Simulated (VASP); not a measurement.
## C: single point with LDA

The system is C.

```xyz
2
Lattice="0.0000 1.9489 3.9879 1.1252 0.0000 3.9879 1.1252 1.9489 0.0000" Properties=species:S:1:pos:R:3 pbc="T T T"
C     1.1252    0.6496    3.9879
C     1.1252    3.2481    3.9879
```

This isn't the form of C at room conditions, which is graphite.

| Item | Value |
| --- | --- |
| Program | VASP 6.6.1 |
| Task | single point |
| Functional | LDA |
| Potentials or basis | VASP PAW LDA potentials, release 64 (C) |
| Cutoff | 520 eV |
| k mesh | 14 × 14 × 14 |
| Occupations | gaussian, width 0.05 eV |
| Spin | no spin polarisation |
| Dipole correction | no |
| Further INCAR settings | ALGO = Fast; EDIFF = 1e-06; NBANDS = 11 |

| Item | Value |
| --- | --- |
| Pressure | 85.7 GPa |
| Band gap on the k mesh | 1.23 eV, indirect (least direct gap 1.32 eV) |

Stress tensor (GPa, compression positive):
```
129.36   0.00   0.00
  0.00 129.34   0.00
  0.00   0.00  -1.48
```

Levels at points of the mesh, in eV from the valence-band top:
```
           k point  band 1  band 2  band 3  band 4  band 5  band 6  band 7  band 8  band 9
(0.00, 0.00, 0.00)  -21.03   -8.76   -2.24   -2.24    2.38   10.83   10.84   15.59   18.74
(0.50, 0.00, 0.00)  -14.48  -14.32   -6.58   -2.36    2.25   10.98   12.70   12.87   18.97
(0.50, 0.50, 0.00)  -20.96   -9.43   -2.25   -2.24    6.29   10.82   10.83   11.18   15.61
(0.50, 0.00, 0.50)  -14.49  -14.34   -6.57   -2.16    2.62   10.98   11.47   11.61   18.94
(0.00, 0.50, 0.50)  -14.46  -14.30   -6.58   -2.56    1.93   10.95   14.21   15.21   18.74
```

Run time: 62 s on 1 thread of Intel(R) Xeon(R) Platinum 8488C (Sapphire Rapids), with other jobs on the host, peak memory 0.17 GiB.

Caveat: a pressure of tens of GPa on the cell as given is suspect, and the run, the potentials or the cell itself is likely at fault. A k mesh can miss the band edges.
